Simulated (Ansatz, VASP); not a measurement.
# TaN: VASP beside Ansatz

Aim: how closely do two programs agree when they are given the same cell, functional and k mesh? The structure shown is the end of the Ansatz relaxation below.

Main program and level: Ansatz 0.2.0; plane waves, with VASP 6.6.1 beside it; single point at PBEsol.

**1. Starting point**

It takes space group P-6m2 (No. 187, hexagonal). Conventional cell: a = 3.041 Å, b = 3.041 Å, c = 2.833 Å, α = 90.00°, β = 90.00°, γ = 120.00°. Nearest to N lie 6 Ta at 2.26 Å. Nearest to Ta lie 6 N at 2.26 Å. Farther neighbours and most contacts between anions are not listed.

As a file:

```cif
data_structure
_symmetry_space_group_name_H-M 'P-6m2'
_symmetry_Int_Tables_number 187
_cell_length_a 3.0408
_cell_length_b 3.0408
_cell_length_c 2.8332
_cell_angle_alpha 90.000
_cell_angle_beta 90.000
_cell_angle_gamma 120.000
_cell_volume 22.69
loop_
_atom_site_label
_atom_site_type_symbol
_atom_site_symmetry_multiplicity
_atom_site_Wyckoff_symbol
_atom_site_fract_x
_atom_site_fract_y
_atom_site_fract_z
_atom_site_occupancy
N1 N 1 e 0.66667 0.33333 0.00000 1
Ta1 Ta 1 b 0.00000 0.00000 0.50000 1
```

**2. Ansatz: relaxation, PBEsol**

Ansatz runs on its PAW soft_1 files.

This run makes the geometry at which the two programs are then compared.

Contents of input.yaml:

```yaml
crystal:
  lattice:
    - [3.0407846242, 0.0, 0.0]
    - [-1.5203923121, 2.633396732, 0.0]
    - [0.0, 0.0, 2.8415804433]
  atoms:
    - { symbol: "N", position: [0.6666666667, 0.3333333333, 0.0] }
    - { symbol: Ta, position: [0.0, 0.0, 0.5] }
kpoints:
  mp_grid: { grid: [18, 18, 16] }
hamiltonian:
  xc: pbesol
  pseudopotentials: { kind: paw, azcp: { folder: soft_1 }, xc_functional: pbe }
scf:
  occupations: { method: methfessel_paxton, width: 0.2 }
output:
  forces: true
  stress: true
  eigenvalues: true
relax:
  adjacent_minimum: "off"
  f_tol: 0.001
  max_steps: 60
  cell: { stress_tol: 0.01, fix: [a, b, gamma] }
```

Launch:

```bash
> ansatz run input.yaml --threads 4 --pin off --max-ram 10240MiB --backend cpu --events-out ev --progress --plain --runs-dir out
```

Numbers of over 12 decimals in the logs are rounded to 6 here.

Log:

```text
Engine: ansatz 0.2.0, x86_64-unknown-linux-gnu
Pseudopotentials: kind: paw
Pseudopotential: N, paw, valence charge 5, recommended cutoff 420 eV (normal), soft_1/N.paw.azcp
Pseudopotential: Ta, paw, valence charge 13, recommended cutoff 420 eV (normal), soft_1/Ta.paw.azcp
Functional definition: PBEsol
  exchange = pbesol_x
  correlation = pbesol_c
Crystal: 2 atoms, lattice volume = 22.754 Å³
Basis set: ecut = 420 eV, 417 PW (Γ), exchange–correlation on 48×48×40 points (8 copies of the dense FFT grid, shifted against one another)
Bands: 13, of which v1, the nominal top of the filled ones, is band 9 counted from 1 (8 counted from 0)
Symmetry: 12 space group operations
Space group: P-6m2 (ITA 187), of the structure as read, at distance tolerance 2.8e-5 Å
k-points: 333 of 5184 (time reversal used)
Non-local potential: N, projectors of the file, l = 0: 2, l = 1: 2, l = 2: 1
Non-local potential: Ta, projectors of the file, l = 0: 3, l = 1: 2, l = 2: 2, l = 3: 1
PAW form: soft (Blöchl's): semilocal exchange-correlation on the pseudo side does not see the compensation charge
PAW frozen core: N, regenerated for the run's functional, and the local potential with it (the file was generated under x = pbe(κ = 0.804, μ = 0.219515), c = pbe(β = 0.066725))
PAW frozen core: Ta, regenerated for the run's functional, and the local potential with it (the file was generated under x = pbe(κ = 0.804, μ = 0.219515), c = pbe(β = 0.066725))
PAW one-centre angular grid: N, 110 points (default); XC on 64 Gauss nodes
PAW one-centre angular grid: Ta, 590 points (default); XC on 64 Gauss nodes
Initial density: superposition of atomic densities (chi_scale 0.1, normalization cell, long waves kept (reshape's long-wave potential 0.00 eV rms))
Initial wavefunctions: pseudopotential atomic-orbital guess
Functional: x = pbesol(κ = 0.804, μ = 0.123457), c = pbesol(β = 0.046)
SCF iter   1: F=—  HF=-10188.398985 eV  |F-HF|=—  |Δ(HF+E_count)|=         —  Δρ=4.60e-2  dr2=2.28e-1  ethr=3.10e-3  ⟨swp⟩=5.0  Hψ=21562  notcnv=0
preconditioner: auto → none  [metal: Δε(μ)=0.025 eV  Ē_g=10.685 eV  σ=0.200 eV  W_gap=0.10  n_scr=8 (ndim 8)  ℏωp=24.6 eV  f_vac=0.000  D(μ)=0.07/eV (n_scr^D=0)  sad-step TF]
SCF iter   2: F=—  HF=-10188.402454 eV  |F-HF|=—  |Δ(HF+E_count)|=   3.47e-3  S|Δr|=    0.00e0  Δρ=2.83e-2  dr2=1.00e-1  ethr=1.27e-3  ⟨swp⟩=1.0  Hψ=6993  notcnv=0
SCF iter   3: F=—  HF=-10188.398321 eV  |F-HF|=—  |Δ(HF+E_count)|=   4.13e-3  S|Δr|=    0.00e0  Δρ=1.94e-3  dr2=4.28e-4  ethr=5.57e-4  ⟨swp⟩=2.0  Hψ=5511  notcnv=0
SCF iter   4: F=—  HF=-10188.398297 eV  |F-HF|=—  |Δ(HF+E_count)|=   2.42e-5  S|Δr|=    0.00e0  Δρ=4.51e-4  dr2=2.86e-5  ethr=2.38e-6  ⟨swp⟩=2.4  Hψ=6789  notcnv=0
SCF iter   5: F=—  HF=-10188.398303 eV  |F-HF|=—  |Δ(HF+E_count)|=   6.49e-6  S|Δr|=    0.00e0  Δρ=1.76e-4  dr2=5.41e-6  ethr=1.59e-7  ⟨swp⟩=2.9  Hψ=6974  notcnv=0
SCF iter   6: F=—  HF=-10188.398303 eV  |F-HF|=—  |Δ(HF+E_count)|=   1.71e-7  S|Δr|=    0.00e0  Δρ=3.94e-5  dr2=2.83e-7  ethr=3.01e-8  ⟨swp⟩=2.0  Hψ=5657  notcnv=0
SCF iter   7: F=-10188.398303 eV  HF=-10188.398303 eV  |F-HF|=1.87e-9  |Δ(HF+E_count)|=   6.24e-9  S|Δr|=    0.00e0  Δρ=4.67e-6  dr2=4.07e-9  ethr=5.56e-10  ⟨swp⟩=4.5  Hψ=13968  notcnv=0
the search or the solves at the SCF's close seem to have found levels that the self-consistency loop had missed (the run counts 3). By its estimate they hold under 1e-12 electrons; where the run keeps them, the occupations were computed again with them
SCF 1 converged in 7 iterations: F = -10188.398303 eV  dr2 = 4.07e-9
  greatest PAW one-centre occupation: 0.999 electrons in one spin orbital (limit 2), on the Ta atom at site 1 (counted from 0), in its partial waves of l = 0
relax step   1: F+E_penalty+E_count = -10188.39830317 eV  Δ(F+E_penalty+E_count) = +0.000e0 eV  max|allowed force component| = 5.551e-17 eV/Å  Δτ_max = 0.0000 Å  P = -19.770 GPa  Ω = 22.754 Å³  fix = [a, b, gamma]  reactions: a -28.494, b -28.494 GPa  (7 SCF iters, dr2 threshold 1.00e-7 eV, accepted)
[...]
relax step   3: F+E_penalty+E_count = -10188.39889732 eV  Δ(F+E_penalty+E_count) = -5.941e-4 eV  max|allowed force component| = 1.110e-16 eV/Å  Δτ_max = 0.0000 Å  P = -18.829 GPa  Ω = 22.688 Å³  energy of the carried Pulay correction = +1.062e-4 eV  fix = [a, b, gamma]  reactions: a -28.231, b -28.231 GPa  (7 SCF iters, accepted)
[...]
relax step   4: F+E_penalty+E_count = -10188.39889849 eV  Δ(F+E_penalty+E_count) = -1.174e-6 eV  max|allowed force component| = 3.701e-17 eV/Å  Δτ_max = 0.0000 Å  P = -18.819 GPa  Ω = 22.687 Å³  energy of the carried Pulay correction = +1.074e-4 eV  fix = [a, b, gamma]  reactions: a -28.228, b -28.228 GPa  (2 SCF iters, dr2 threshold 1.47e-9 eV, accepted)
[...]
relax step   5: F+E_penalty+E_count = -10188.39879609 eV  Δ(F+E_penalty+E_count) = +1.024e-4 eV  max|allowed force component| = 1.850e-17 eV/Å  Δτ_max = 0.0000 Å  P = -18.826 GPa  Ω = 22.687 Å³  fix = [a, b, gamma]  reactions: a -28.233, b -28.233 GPa  stress off target by 1.30e-2 GPa on what of the cell is left free  SCF on the basis re-selected at this cell (its energy is not comparable with the rows above)  (4 SCF iters)
[...]
relax step   6: F+E_penalty+E_count = -10188.39879671 eV  Δ(F+E_penalty+E_count) = -6.207e-7 eV  max|allowed force component| = 1.850e-16 eV/Å  Δτ_max = 0.0000 Å  P = -18.821 GPa  Ω = 22.687 Å³  energy of the carried Pulay correction = +6.057e-7 eV  fix = [a, b, gamma]  reactions: a -28.231, b -28.231 GPa  (2 SCF iters, dr2 threshold 4.22e-10 eV, accepted)
[...]
relax step   7: F+E_penalty+E_count = -10188.39879671 eV  Δ(F+E_penalty+E_count) = -5.093e-11 eV  max|allowed force component| = 2.035e-16 eV/Å  Δτ_max = 0.0000 Å  P = -18.821 GPa  Ω = 22.687 Å³  fix = [a, b, gamma]  reactions: a -28.231, b -28.231 GPa  stress off target by 1.07e-4 GPa on what of the cell is left free  SCF on the basis re-selected at this cell (its energy is not comparable with the rows above)  (4 SCF iters)
basis re-selected at this cell: Δ(F+E_penalty+E_count) = -5.093e-11 eV, ΔP = +0.000 GPa vs the last step (what re-selecting the basis moved, of the pressure what is left beyond the Pulay correction that the steps carried, after the strain that the cell walked since its last selection, with what the two solves' SCF thresholds leave and, on support functions, any second-order correction that the steps lacked; it is no  [...]
SCF converged after 4 iterations
Stability not checked: this state was not tested for a lower state beside it, because cold or Methfessel-Paxton smearing, or corrected tetrahedra, fill the levels in a way that the test cannot read (fill_not_monotonic; see scf.lower_state_search)
Free energy (F): -10188.398797 eV
Harris-Foulkes:  -10188.398797 eV  (|F-HF|=1.82e-12)
Internal energy: -10188.399525 eV  (E = F + TS)
E sigma→0 (E₀):  -10188.398979 eV
Entropy (-TS):   0.000729 eV (0.364 meV/atom)
Fermi energy:    18.844535 eV
--- Per-component energies (eV) ---
  E_band       = -75.482187
  E_kinetic    = 519.214405
  E_local      = -630.922103  (includes V_loc(G=0)·N_el)
  E_nonlocal   = 26.087912
  E_hartree    = 221.664908
  E_xc         = -377.621481
  E_vxc        = -308.394575  (∫ρ·V_xc dr)
  E_paw        = -8304.158423  (= ΣΔE_a)
  E_vpaw       = -124.798602  (= ΣTr[D̂ρ^β])
  E_aug_tail   = 0.000962  (compensation charges beyond the density's cutoff)
  E_ewald      = -1642.907517
  E_core_change = 0.241812  (= ΣΔE_core)
  E_smearing   = 0.000729  (= −TS)
  E_closure    = 0.000000  (closes the sum)
  Σ components = -10188.398797   (vs F -10188.398797, Δ=0.00e0)
--- Forces (eV/Å), atoms counted from 1 ---
  atom   1  N      0.00000000     0.00000000    -0.00000000
  atom   2  Ta     0.00000000     0.00000000    -0.00000000
  max |Σ_I F_I| component: 1.15e-15 eV/Å
--- Stress (GPa, compression-positive) ---
      -28.231164       0.000000       0.000000
        0.000000     -28.231164       0.000000
        0.000000       0.000000       0.000107
  P = ⅓ Tr σ = -18.8207 GPa (-188.207 kbar)
--- Band table (eV; the first three rows and the last of 333) ---
  k-point 0: bands = [... 5 lower, 14.1328, 14.1328, 14.9642, 16.3395, 20.3047, 22.4885, 22.4885, 22.7022]
  k-point 1: bands = [... 5 lower, 14.1663, 14.1663, 14.7036, 16.5240, 20.4768, 21.7666, 21.7666, 23.2661]
  k-point 2: bands = [... 5 lower, 14.0491, 14.2620, 14.2620, 17.0352, 20.9189, 20.9221, 20.9221, 23.6307]
  k-point 332: bands = [... 5 lower, 10.9077, 12.3675, 15.0849, 18.6279, 22.6149, 23.5032, 25.2945, 25.9973]
--- Relaxed structure (5 steps of the walk, 4 accepted, 2 SCFs on fresh bases) ---
  F+E_penalty+E_count = -10188.39879671 eV   max|allowed force component| = 2.035e-16 eV/Å   (the final SCF, on the basis selected at the relaxed cell)
  cell:  # Å, volume = 22.6868 Å³
    - [3.040785, 0, 0]
    - [-1.520392, 2.633397, -1.4447705550490451e-19]
    - [0, -1.558987183510897e-19, 2.833155]
  atoms:
    - { symbol: N, position: [0.666667, 0.333333, 0] }
    - { symbol: Ta, position: [-3.700743415524895e-17, 0, 0.5] }
```

**3. VASP: single point, PBEsol, pair 1**

The same cell, functional, mesh and smearing now go to VASP, with its own data sets.

Lines of VASP's logs that name or quote its potential files are left out, and so is its time.

Contents of INCAR:

```
SYSTEM = TaN
PREC = Accurate
ENCUT = 600
EDIFF = 1E-06
NELM = 120
ISMEAR = 1
SIGMA = 0.2
LREAL = .FALSE.
ALGO = Normal
GGA = PS
NBANDS = 14
LASPH = .TRUE.
LORBIT = 11
LWAVE = .FALSE.
LCHARG = .FALSE.
ISIF = 2
GGA_COMPAT = .FALSE.
KPAR = 2
```

Contents of POSCAR:

```
TaN
1.0
    3.0407846242      0.0000000000      0.0000000000
   -1.5203923121      2.6333967320      0.0000000000
    0.0000000000      0.0000000000      2.8331551784
N Ta
1 1
Direct
    0.6666666667      0.3333333333      0.0000000000
    0.0000000000      1.0000000000      0.5000000000
```

Contents of KPOINTS:

```
Automatic mesh
0
Gamma
18 18 16
0 0 0
```

PAW data sets: N and Ta_pv (PBE family, release 64).

Launch:

```bash
> mpirun -np 2 vasp_std
```

Log:

```text
[banner, memory and clock lines left out]
running    2 mpi-ranks, on    1 nodes
 distrk:  each k-point on    1 cores,    2 groups
 distr:  one band on    1 cores,    1 groups

 POSCAR found type information on POSCAR N Ta
 POSCAR found :  2 types and       2 ions
|                                                                             |
|               ----> ADVICE to this user running VASP <----                  |
|                                                                             |
|     You enforced a specific xc type in the INCAR file but a different       |
|     [... a line on the potential file left out ...]
|     I HOPE YOU KNOW WHAT YOU ARE DOING!                                     |
|                                                                             |

 LDA part: xc-table for (Slater+PW92), standard interpolation
 POSCAR, INCAR and KPOINTS ok, starting setup
 FFT: planning ... GRIDC
 FFT: planning ... GRID_SOFT
 FFT: planning ... GRID
 WAVECAR not read
 entering main loop
       N       E                     dE             d eps       ncg     rms          rms(c)
DAV:   1     0.102122507775E+03    0.10212E+03   -0.97806E+03  9324   0.132E+03
DAV:   2    -0.222444366500E+02   -0.12437E+03   -0.11790E+03 11346   0.341E+02
DAV:   3    -0.260089480214E+02   -0.37645E+01   -0.37386E+01 10842   0.582E+01
DAV:   4    -0.260302572029E+02   -0.21309E-01   -0.21304E-01 10812   0.464E+00
DAV:   5    -0.260303890323E+02   -0.13183E-03   -0.13183E-03 11112   0.353E-01    0.216E+01
DAV:   6    -0.238013198703E+02    0.22291E+01   -0.41367E+00 11098   0.246E+01    0.903E+00
DAV:   7    -0.236934706949E+02    0.10785E+00   -0.39405E-01 11034   0.637E+00    0.638E+00
DAV:   8    -0.236598356414E+02    0.33635E-01   -0.16488E-01 12030   0.383E+00    0.144E+00
DAV:   9    -0.236538922956E+02    0.59433E-02   -0.13925E-02 10962   0.106E+00    0.224E-01
DAV:  10    -0.236538015758E+02    0.90720E-04   -0.53298E-04 12378   0.279E-01    0.152E-01
DAV:  11    -0.236537487874E+02    0.52788E-04   -0.76583E-05 11274   0.872E-02    0.226E-02
DAV:  12    -0.236537484055E+02    0.38186E-06   -0.66599E-06 11520   0.213E-02
   1 F= -.23653748E+02 E0= -.23653998E+02  d E =0.748017E-03
```

From OUTCAR (step 3):

```text
ion  position               nearest neighbor table
   1  0.667  0.333  0.000-   2 2.26   2 2.26   2 2.26   2 2.26   2 2.26   2 2.26
   2  0.000  0.000  0.500-   1 2.26   1 2.26   1 2.26   1 2.26   1 2.26   1 2.26

  LATTYP: Found a hexagonal cell.
 ALAT       =     3.0407846242
 C/A-ratio  =     0.9317184637

 Subroutine GETGRP returns: Found 12 space group operations
 (whereof 12 operations were pure point group operations)

The static configuration has the point symmetry D_3h.

 Found    333 irreducible k-points:

   k-points           NKPTS =    333   k-points in BZ     NKDIM =    333   number of bands    NBANDS=     14

   dimension x,y,z NGX =    24 NGY =   24 NGZ =   24
   dimension x,y,z NGXF=    48 NGYF=   48 NGZF=   48

   ENCUT  =  600.0 eV  44.10 Ry    6.64 a.u.   6.07  6.07  5.66*2*pi/ulx,y,z

   NELECT =      16.0000    total number of electrons

 k-points in reciprocal lattice and weights: Automatic mesh
   0.00000000  0.00000000  0.00000000       0.000
   0.05555556 -0.00000000  0.00000000       0.001
   0.11111111 -0.00000000  0.00000000       0.001
   0.16666667 -0.00000000  0.00000000       0.001
   0.22222222 -0.00000000  0.00000000       0.001
   0.27777778  0.00000000  0.00000000       0.001
   0.33333333  0.00000000  0.00000000       0.001
   0.38888889 -0.00000000  0.00000000       0.001
   0.44444444 -0.00000000  0.00000000       0.001
[...]
0.33333333  0.27777778  0.50000000       0.002
   0.33333333  0.33333333  0.50000000       0.000

 average (electrostatic) potential at core
       1 -62.2703       2 -35.5074

 E-fermi :   7.5536

 k-point     1 :       0.0000    0.0000    0.0000
  band No.  band energies     occupation
    ...
      4      -9.8286      2.00000
      5       2.8531      2.00000
      6       2.8531      2.00000
      7       3.6735      2.00000
      8       5.0716      2.00000
      9       9.0444     -0.00000
     10      11.2100     -0.00000
     11      11.2100     -0.00000
     12      11.4016     -0.00000
     13      11.4016     -0.00000
    ...

 k-point     2 :       0.0556   -0.0000    0.0000
  band No.  band energies     occupation
    ...
      4      -9.7716      2.00000
      5       2.6633      2.00000
      6       2.8983      2.00000
      7       3.7506      2.00000
      8       4.9893      2.00000
      9       9.2801     -0.00000
     10      11.0794     -0.00000
     11      11.2101     -0.00000
     12      11.3751     -0.00000
     13      11.4843     -0.00000
    ...

 k-point     3 :       0.1111   -0.0000    0.0000
  band No.  band energies     occupation
    ...
      4      -9.6064      2.00000
      5       2.2012      2.00000
      6       3.0280      2.00000
      7       3.9403      2.00000
      8       4.7656      2.00000
      9       9.8957     -0.00000
     10      10.7425     -0.00000
     11      11.2177     -0.00000
     12      11.2999     -0.00000
     13      11.7034      0.00000
    ...

  Total       -3.9300323     -3.9300323      0.0941685      0.0000000      0.0000000      0.0000000
  in kB     -277.5456267   -277.5456267      6.6503415      0.0000000      0.0000000      0.0000000
  external PRESSURE =    -182.8136373 kB  Pullay stress =       0.0000000 kB

  energy-cutoff  :      600.00
  volume of cell :       22.69
      direct lattice vectors                 reciprocal lattice vectors
     3.040784624  0.000000000  0.000000000     0.328862489  0.189868847  0.000000000
    -1.520392312  2.633396732  0.000000000     0.000000000  0.379737693  0.000000000
     0.000000000  0.000000000  2.833155178     0.000000000  0.000000000  0.352963370

 POSITION                                       TOTAL-FORCE (eV/Angst)
 -----------------------------------------------------------------------------------
      1.52039      0.87780      0.00000         0.000000      0.000000      0.000000
      0.00000      0.00000      1.41658        -0.000000      0.000000      0.000000
 -----------------------------------------------------------------------------------
    total drift:                               -0.000000      0.000000      0.000000

  FREE ENERGIE OF THE ION-ELECTRON SYSTEM (eV)
  ---------------------------------------------------
  free  energy   TOTEN  =       -23.6537484055 eV

  energy  without entropy=      -23.6544964230  energy(sigma->0) =      -23.65399774

 total charge
# of ion       s       p       d       tot
------------------------------------------
    1        1.216   2.449   0.000   3.665
    2        0.291   6.238   2.374   8.903
--------------------------------------------------
tot          1.507   8.687   2.374  12.568

[... 3 further parts left out ...]
```

The run ends at a pressure of -18.28 GPa.

**4. Side by side**

Known differences besides the potentials themselves: the data sets hold 18 valence electrons in Ansatz (on its PAW soft_1 files) and 16 in VASP; the cutoff is 420 eV in Ansatz and 600 eV in VASP; Ansatz makes its cores anew for this functional, VASP keeps those of its PBE data sets; Ansatz's pressure holds a Pulay correction, VASP's none. Total energies have different zeros and are not compared.

Compared:

```
      quantity  Ansatz    VASP  difference
pressure (GPa)  -18.82  -18.28       -0.54
```

**5. Ansatz: relaxation, PBEsol**

This run makes the geometry at which the two programs are then compared. The cell compared in this pair holds 21.53 Å³, against 22.69 Å³ for the pair before.

The structure compared here is the end of the Ansatz relaxation.

input.yaml, the sections that differ from step 2:

```yaml
crystal:
  lattice:
    - [2.9187021327, 0.0, 0.0]
    - [-1.4593510664, 2.527670193, 0.0]
    - [0.0, 0.0, 2.9280187862]
  atoms:
    - { symbol: "N", position: [0.6666666674, 0.3333333326, 0.0] }
    - { symbol: Ta, position: [-7.0e-10, 7.0e-10, 0.5] }
relax:
  adjacent_minimum: "off"
  f_tol: 0.001
  max_steps: 60
  cell: { stress_tol: 0.01, fix: [c, angles] }
# kpoints, hamiltonian, scf, output: as in step 2
```

Launch:

```bash
> ansatz run input.yaml --threads 4 --pin off --max-ram 10240MiB --backend cpu --events-out ev --progress --plain --runs-dir out
```

Log:

```text
[...]
--- Relaxed structure (4 steps of the walk, 3 accepted, 2 SCFs on fresh bases) ---
[...]
cell:  # Å, volume = 21.5291 Å³
    - [2.913808, 2.8819051855666757e-11, 0.0]
    - [-1.456904, 2.523432, 0.0]
    - [0.0, 0.0, 2.9280187862]
  atoms:
    - { symbol: N, position: [0.666667, 0.333333, 0.0] }
    - { symbol: Ta, position: [-1.0078041671219797e-9, 1.0078041212638725e-9, 0.500000] }
[key lines of the parts left out:]
SCF converged after 4 iterations
Free energy (F): -10188.539417 eV
Fermi energy:    19.936381 eV
P = ⅓ Tr σ = -5.0868 GPa (-50.868 kbar)
```

(Continued in part 2 of 2.)

[Lines on the potential files, build, host, timing and source positions are cut from VASP's logs without a mark.]

[Logs are printed without paths, hosts, clocks, repeated set-up lines and the standing remarks that a program may print on its own settings, such as how far it seeks lower states.]

[Hosts, paths, dates, database ids (printed as entryN), source tags and the programs' standing remarks are cut or masked in the printed files.]
